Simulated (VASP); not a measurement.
# SrTiO3 (Pm-3m) in VASP: settings compared, part 2 of 2

VASP 6.6.1. Earlier steps stand in the parts before.

**4. Band structure, r2SCAN**

Contents of INCAR:

```
SYSTEM = SrTiO3
  PREC = Accurate
  ENCUT = 520
  EDIFF = 1E-6
  ISMEAR = 0
  SIGMA = 0.03
  LREAL = .FALSE.
  LASPH = .TRUE.
  NELM = 80
  ALGO = Normal
  ISIF = 2
  LWAVE = .FALSE.
  LCHARG = .FALSE.
  LMAXMIX = 4
  METAGGA = R2SCAN
  LMIXTAU = .TRUE.
  NBANDS = 28
```

Contents of KPOINTS:

```
regular mesh
0
G
  8 8 8
  0 0 0
```

Contents of POSCAR:

```
SrTiO3                                  
1.0
    3.8947475962      0.0000000000      0.0000000000
    0.0000000000      3.8947475962      0.0000000000
    0.0000000000      0.0000000000      3.8947475962
  Sr              Ti              O             
     1     1     3
Direct
     0.5000000000000000    0.5000000000000000    0.5000000000000000
     0.0000000000000000    0.0000000000000000    0.0000000000000000
     0.5000000000000000    0.0000000000000000    0.0000000000000000
     0.0000000000000000    0.5000000000000000    0.0000000000000000
     0.0000000000000000    0.0000000000000000    0.5000000000000000
```

Contents of KPOINTS_OPT:

```
explicit points
64
Reciprocal
 0.0000000000  0.0000000000  0.0000000000 1
 0.0000000000  0.0555555556  0.0000000000 1
 0.0000000000  0.1111111111  0.0000000000 1
 0.0000000000  0.1666666667  0.0000000000 1
 0.0000000000  0.2222222222  0.0000000000 1
 0.0000000000  0.2777777778  0.0000000000 1
 0.0000000000  0.3333333333  0.0000000000 1
 0.0000000000  0.3888888889  0.0000000000 1
 0.0000000000  0.4444444444  0.0000000000 1
 0.0000000000  0.5000000000  0.0000000000 1
 0.0000000000  0.5000000000  0.0000000000 1
 0.0555555556  0.5000000000  0.0000000000 1
 0.1111111111  0.5000000000  0.0000000000 1
 0.1666666667  0.5000000000  0.0000000000 1
 0.2222222222  0.5000000000  0.0000000000 1
 0.2777777778  0.5000000000  0.0000000000 1
 0.3333333333  0.5000000000  0.0000000000 1
 0.3888888889  0.5000000000  0.0000000000 1
 0.4444444444  0.5000000000  0.0000000000 1
 0.5000000000  0.5000000000  0.0000000000 1
 0.5000000000  0.5000000000  0.0000000000 1
 0.4444444444  0.4444444444  0.0000000000 1
 0.3888888889  0.3888888889  0.0000000000 1
 0.3333333333  0.3333333333  0.0000000000 1
 0.2777777778  0.2777777778  0.0000000000 1
 0.2222222222  0.2222222222  0.0000000000 1
 0.1666666667  0.1666666667  0.0000000000 1
 0.1111111111  0.1111111111  0.0000000000 1
 0.0555555556  0.0555555556  0.0000000000 1
 0.0000000000  0.0000000000  0.0000000000 1
 0.0000000000  0.0000000000  0.0000000000 1
 0.0555555556  0.0555555556  0.0555555556 1
 0.1111111111  0.1111111111  0.1111111111 1
 0.1666666667  0.1666666667  0.1666666667 1
 0.2222222222  0.2222222222  0.2222222222 1
 0.2777777778  0.2777777778  0.2777777778 1
 0.3333333333  0.3333333333  0.3333333333 1
 0.3888888889  0.3888888889  0.3888888889 1
 0.4444444444  0.4444444444  0.4444444444 1
 0.5000000000  0.5000000000  0.5000000000 1
 0.5000000000  0.5000000000  0.5000000000 1
 0.4444444444  0.5000000000  0.4444444444 1
 0.3888888889  0.5000000000  0.3888888889 1
 0.3333333333  0.5000000000  0.3333333333 1
 0.2777777778  0.5000000000  0.2777777778 1
 0.2222222222  0.5000000000  0.2222222222 1
 0.1666666667  0.5000000000  0.1666666667 1
 0.1111111111  0.5000000000  0.1111111111 1
 0.0555555556  0.5000000000  0.0555555556 1
 0.0000000000  0.5000000000  0.0000000000 1
 0.5000000000  0.5000000000  0.0000000000 1
 0.5000000000  0.5000000000  0.0555555556 1
 0.5000000000  0.5000000000  0.1111111111 1
 0.5000000000  0.5000000000  0.1666666667 1
 0.5000000000  0.5000000000  0.2222222222 1
 0.5000000000  0.5000000000  0.2777777778 1
 0.5000000000  0.5000000000  0.3333333333 1
 0.5000000000  0.5000000000  0.3888888889 1
 0.5000000000  0.5000000000  0.4444444444 1
 0.5000000000  0.5000000000  0.5000000000 1
 0.0000000000  0.0000000000  0.0000000000 1
 0.5000000000  0.5000000000  0.0000000000 1
 0.5000000000  0.5000000000  0.5000000000 1
 0.0000000000  0.5000000000  0.0000000000 1
```

Started as:

```
$ cat potpaw_PBE.64/Sr_sv/POTCAR potpaw_PBE.64/Ti_sv/POTCAR potpaw_PBE.64/O/POTCAR > POTCAR
$ mpirun -np 1 vasp_std > vasp.out
```

Wall time 4.4 min (1 thread of Intel Xeon Platinum 8488C (Sapphire Rapids), shared host); peak memory 0.22 GiB.

The run converged. Its results:

| Quantity | Value |
| --- | --- |
| Free energy | -63.3224 eV |
| Pressure | 2.8 GPa |
| Band gap on the k mesh | 2.29 eV, indirect (least direct gap 2.67 eV) |
| Band gap along the path | 2.29 eV, indirect (least direct gap 2.67 eV) |

Levels at the corners of the path, in eV from the valence-band top:
| point | band 18 | band 19 | band 20 | band 21 | band 22 | band 23 |
| --- | --- | --- | --- | --- | --- | --- |
| Γ | -0.38 | -0.38 | -0.38 | 2.29 | 2.29 | 2.29 |
| X | -2.03 | -0.77 | -0.77 | 2.46 | 4.22 | 4.22 |
| X | -2.03 | -0.77 | -0.77 | 2.46 | 4.22 | 4.22 |
| M | -1.62 | -1.62 | -0.09 | 4.23 | 4.23 | 4.72 |
| M | -1.62 | -1.62 | -0.09 | 4.23 | 4.23 | 4.72 |
| Γ | -0.38 | -0.38 | -0.38 | 2.29 | 2.29 | 2.29 |
| Γ | -0.38 | -0.38 | -0.38 | 2.29 | 2.29 | 2.29 |
| R | 0.00 | 0.00 | 0.00 | 4.94 | 4.94 | 4.94 |
| R | 0.00 | 0.00 | 0.00 | 4.94 | 4.94 | 4.94 |
| X | -2.03 | -0.77 | -0.77 | 2.46 | 4.22 | 4.22 |
| M | -1.62 | -1.62 | -0.09 | 4.23 | 4.23 | 4.72 |
| R | 0.00 | 0.00 | 0.00 | 4.94 | 4.94 | 4.94 |

Caveat: the PAW data sets were made with another functional, which shifts forces and pressure a little. r2SCAN opens gaps a little over a GGA but as a rule still falls short of measured ones.

**5. Band structure, TB-mBJ**

POSCAR is that of step 4.

Contents of INCAR.step1:

```
SYSTEM = SrTiO3
  PREC = Accurate
  ENCUT = 520
  EDIFF = 1E-5
  ISMEAR = 0
  SIGMA = 0.03
  LREAL = .FALSE.
  LASPH = .TRUE.
  NELM = 80
  ALGO = Normal
  ISIF = 2
  LWAVE = .TRUE.
  LCHARG = .FALSE.
  LMAXMIX = 4
  NBANDS = 28
  GGA = PE
```

Contents of INCAR.step2:

```
SYSTEM = SrTiO3
  PREC = Accurate
  ENCUT = 520
  EDIFF = 1E-6
  ISMEAR = 0
  SIGMA = 0.03
  LREAL = .FALSE.
  LASPH = .TRUE.
  NELM = 80
  ALGO = Normal
  ISIF = 2
  LWAVE = .FALSE.
  LCHARG = .FALSE.
  LMAXMIX = 4
  METAGGA = MBJ
  NBANDS = 28
  ISTART = 1
```

KPOINTS is that of step 4.

KPOINTS_OPT is that of step 4.

Started as:

```
$ cat potpaw_PBE.64/Sr_sv/POTCAR potpaw_PBE.64/Ti_sv/POTCAR potpaw_PBE.64/O/POTCAR > POTCAR
$ cp INCAR.step1 INCAR
$ mpirun -np 1 vasp_std > vasp.out
$ cp INCAR.step2 INCAR
$ mpirun -np 1 vasp_std > vasp.out
```

Wall time 4.3 min (1 thread of Intel Xeon Platinum 8488C (Sapphire Rapids), shared host); peak memory 0.24 GiB.

The run converged. Its results:

| Property | Result |
| --- | --- |
| Band gap on the k mesh | 2.85 eV, indirect (least direct gap 3.26 eV) |
| Band gap along the path | 2.85 eV, indirect (least direct gap 3.26 eV) |

Levels at the corners of the path, in eV from the valence-band top:
```tsv
point	band 18	band 19	band 20	band 21	band 22	band 23
Γ	-0.42	-0.42	-0.42	2.85	2.85	2.85
X	-1.71	-0.76	-0.76	2.99	4.33	4.50
X	-1.71	-0.76	-0.76	2.99	4.33	4.50
M	-1.45	-1.45	-0.08	4.51	4.51	5.05
M	-1.45	-1.45	-0.08	4.51	4.51	5.05
Γ	-0.42	-0.42	-0.42	2.85	2.85	2.85
Γ	-0.42	-0.42	-0.42	2.85	2.85	2.85
R	0.00	0.00	0.00	5.20	5.20	5.20
R	0.00	0.00	0.00	5.20	5.20	5.20
X	-1.71	-0.76	-0.76	2.99	4.33	4.50
M	-1.45	-1.45	-0.08	4.51	4.51	5.05
R	0.00	0.00	0.00	5.20	5.20	5.20
```

Caveat: the PAW data sets were made with another functional, which shifts forces and pressure a little.

**6. Band structure, TB-mBJ, spin-orbit coupling, no magnetisation**

POSCAR is that of step 5.

INCAR.step1: that of step 5 with these lines changed.

```diff
@@ -13,4 +13,8 @@
   LCHARG = .FALSE.
+  MAGMOM = 0 0 0 0 0 0 0 0 0 0 0 0 0 0 0
+  LORBIT = 11
+  LSORBIT = .TRUE.
+  GGA_COMPAT = .FALSE.
   LMAXMIX = 4
-  NBANDS = 28
+  NBANDS = 57
   GGA = PE
```

INCAR.step2: that of step 5 with these lines changed.

```diff
@@ -13,5 +13,9 @@
   LCHARG = .FALSE.
+  MAGMOM = 0 0 0 0 0 0 0 0 0 0 0 0 0 0 0
+  LORBIT = 11
+  LSORBIT = .TRUE.
+  GGA_COMPAT = .FALSE.
   LMAXMIX = 4
   METAGGA = MBJ
-  NBANDS = 28
+  NBANDS = 57
   ISTART = 1
```

Contents of KPOINTS:

```
regular mesh
0
G
  6 6 6
  0 0 0
```

KPOINTS_OPT is that of step 5.

Potentials or basis: VASP PAW PBE potentials, release 64 (Sr_sv, Ti_sv, O).

Started as:

```
$ cat potpaw_PBE.64/Sr_sv/POTCAR potpaw_PBE.64/Ti_sv/POTCAR potpaw_PBE.64/O/POTCAR > POTCAR
$ cp INCAR.step1 INCAR
$ mpirun -np 1 vasp_ncl > vasp.out
$ cp INCAR.step2 INCAR
$ mpirun -np 1 vasp_ncl > vasp.out
```

Run time: 15 min. Hardware: 1 thread of Intel Xeon Platinum 8488C (Sapphire Rapids), shared host; peak memory 0.44 GiB.

It converged, with:

```
Valence electrons inside the program's atomic spheres : Sr 8.81; Ti 10.14; O 5.28
```

Caveat: the PAW data sets were made with another functional, which shifts forces and pressure a little.

**7. The runs side by side**

```csv
level,spin,k mesh,gap on the mesh (eV),pressure (GPa)
PBEsol,off,8 × 8 × 8,1.81,0.2
PBEsol,"SOC, no magnetisation",6 × 6 × 6,-,0.2
r2SCAN,off,8 × 8 × 8,2.29,2.8
TB-mBJ,off,8 × 8 × 8,2.85,-
TB-mBJ,"SOC, no magnetisation",6 × 6 × 6,-,-
```

Alike in all rows: task band structure; potentials or basis VASP PAW PBE potentials, release 64 (Sr_sv, Ti_sv, O); cell as given; cutoff (eV) 520; smearing gaussian 0.03 eV.

On the cell as given the gap runs from 1.81 eV (PBEsol) to 2.85 eV (TB-mBJ). The pressure there spans 0.2 GPa (PBEsol) to 2.8 GPa (r2SCAN); a positive pressure means that this level wants a larger cell, a negative one a smaller.

Caveats: the PAW data sets were made with another functional, which shifts forces and pressure a little.

Absolute energies hang on the potentials; compare differences alone.
